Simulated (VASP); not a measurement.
Input of a VASP 6.6.1 run:

Contents of INCAR:

```
SYSTEM = ZrC
  PREC = Accurate
  ENCUT = 520
  EDIFF = 1E-7
  ISMEAR = 0
  SIGMA = 0.1
  LREAL = .False.
  LASPH = .True.
  NELM = 100
  ALGO = Normal
  ISIF = 3
  LWAVE = .False.
  LCHARG = .False.
  MAGMOM = 0 0 0 0 0 0
  LORBIT = 11
  LSORBIT = .True.
  GGA_COMPAT = .False.
  LMAXMIX = 4
  GGA = PE
  IBRION = 2
  NSW = 80
  EDIFFG = -0.002
  KPAR = 4
```

Contents of KPOINTS:

```
Automatic mesh
0
Gamma
  16 16 16
  0 0 0
```

The input POSCAR:

```
ZrC
1.0
    0.0000000000      2.3650000000      2.3650000000
    2.3650000000      0.0000000000      2.3650000000
    2.3650000000      2.3650000000      0.0000000000
Zr C
1 1
Direct
    0.5000000000      0.5000000000      0.5000000000
    0.0000000000      0.0000000000      0.0000000000
```

Potentials or basis: VASP PAW PBE potentials, release 64 (Zr_sv, C).

Command:

```bash
$ cat potpaw_PBE.64/Zr_sv/POTCAR potpaw_PBE.64/C/POTCAR > POTCAR
$ mpirun -np 4 vasp_ncl > vasp.out
```

What does it give for the space group after relaxing (to 0.05 Å)?

Fm-3m (No. 225).

Estimate the net moment.

0.00 μB per cell.

Estimate the relaxed cell.

a = 3.331 Å, b = 3.331 Å, c = 3.331 Å, α = 60.00°, β = 60.00°, γ = 60.00°.

What does it give for the relaxed volume?

13.06 Å³/atom.

The path:
| step | energy change (eV) | largest force (eV/Å) | pressure (GPa) | volume (Å³) |
| --- | --- | --- | --- | --- |
| 1 | 0.0000 | 0.0000 | -2.72 | 26.46 |
| 2 | 0.0045 | 0.0000 | 4.62 | 25.61 |
| 3 | -0.0029 | 0.0000 | -0.01 | 26.13 |
